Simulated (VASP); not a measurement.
Calculation: PBE GGA, VASP's PBE PAW potentials (set 64) (plane waves; VASP).

The input files of a VASP run:

POSCAR:
```
MgB2
1
    1.4989860000    -2.6475740000     0.0000000000
    1.4989860000     2.6475740000     0.0000000000
    0.0000000000     0.0000000000     3.6252630000
Mg B
1 2
Direct
  0.0000000000   0.0000000000   0.0000000000
  0.3333330000   0.6666670000   0.5000000000
  0.6990050000   0.3656710000   0.5000000000
```

### KPOINTS
```
Regular mesh
0
gamma
11 11 8
```

INCAR:
```
SYSTEM = MgB2
PREC = Accurate; ENCUT = 520; LREAL = .FALSE.
LASPH = .TRUE.; NELECT = 7.5
EDIFF = 1E-6; NELM = 100; ALGO = Normal
ISMEAR = 0; SIGMA = 0.05
GGA = PE
ISIF = 2
LWAVE = .FALSE.; LCHARG = .FALSE.
```

POTCAR, in this order: Mg B (PBE.64 set). Program: vasp_std.

The run wrote:

**OSZICAR**
```
       N       E                     dE             d eps       ncg     rms          rms(c)
DAV:   1     0.211003040177E+01    0.21100E+01   -0.32704E+03  5144   0.695E+02
DAV:   2    -0.188361617293E+02   -0.20946E+02   -0.19957E+02  7008   0.103E+02
DAV:   3    -0.191197269128E+02   -0.28357E+00   -0.28328E+00  6040   0.146E+01
DAV:   4    -0.191202264722E+02   -0.49956E-03   -0.49956E-03  7904   0.571E-01
DAV:   5    -0.191202266402E+02   -0.16800E-06   -0.16834E-06  6120   0.823E-03    0.526E+00
DAV:   6    -0.179989763866E+02    0.11213E+01   -0.17480E+00  5560   0.707E+00    0.252E+00
DAV:   7    -0.177569815178E+02    0.24199E+00   -0.13037E+00  6000   0.598E+00    0.740E-01
DAV:   8    -0.177518394878E+02    0.51420E-02   -0.83001E-02  5488   0.184E+00    0.418E-01
DAV:   9    -0.177493010467E+02    0.25384E-02   -0.72776E-03  6280   0.576E-01    0.635E-02
DAV:  10    -0.177492151505E+02    0.85896E-04   -0.46440E-04  6936   0.142E-01    0.270E-02
DAV:  11    -0.177492165523E+02   -0.14018E-05   -0.10828E-05  6136   0.303E-02    0.284E-03
DAV:  12    -0.177492164828E+02    0.69523E-07   -0.25159E-06  5912   0.921E-03
   1 F= -.17749216E+02 E0= -.17748488E+02  d E =-.145763E-02
```

### OUTCAR
```
------------------------ aborting loop because EDIFF is reached ----------------------------------------
  FORCE on cell =-STRESS in cart. coord.  units (eV):
  Direction    XX          YY          ZZ          XY          YZ          ZX
  --------------------------------------------------------------------------------------
  Total       -1.6661417     -3.1041465     -4.0314945     -0.6258989      0.0000000      0.0000000
  in kB      -92.7699489   -172.8373491   -224.4716302    -34.8497419      0.0000000      0.0000000
  external PRESSURE =    -163.3596427 kB  Pullay stress =       0.0000000 kB
  volume of cell :       28.77
      direct lattice vectors                 reciprocal lattice vectors
     1.498986000 -2.647574000  0.000000000     0.333558819 -0.188852134  0.000000000
     1.498986000  2.647574000  0.000000000     0.333558819  0.188852134  0.000000000
     0.000000000  0.000000000  3.625263000     0.000000000  0.000000000  0.275842056
 POSITION                                       TOTAL-FORCE (eV/Angst)
 -----------------------------------------------------------------------------------
      0.00000      0.00000      0.00000         0.218479      0.018923      0.000000
      1.49899      0.88253      1.81263         0.898833     -0.409931      0.000000
      1.59593     -0.88253      1.81263        -1.117312      0.391007      0.000000
 -----------------------------------------------------------------------------------
    total drift:                                0.000013      0.000006      0.000000
  FREE ENERGIE OF THE ION-ELECTRON SYSTEM (eV)
  ---------------------------------------------------
  free  energy   TOTEN  =       -17.7492164828 eV

  energy  without entropy=      -17.7477588521  energy(sigma->0) =      -17.74848767
```
(Selected blocks of OUTCAR.)

The cell is charged, with a uniform compensating background.

The compound is MgB2 in the AlB2 type structure. The cell was not relaxed at this level, atoms are displaced from their ideal sites. The run is one of a series of settings (ISMEAR = 0, NELECT = 7.5, SIGMA = 0.05 against the base run), some of them coarse on purpose.
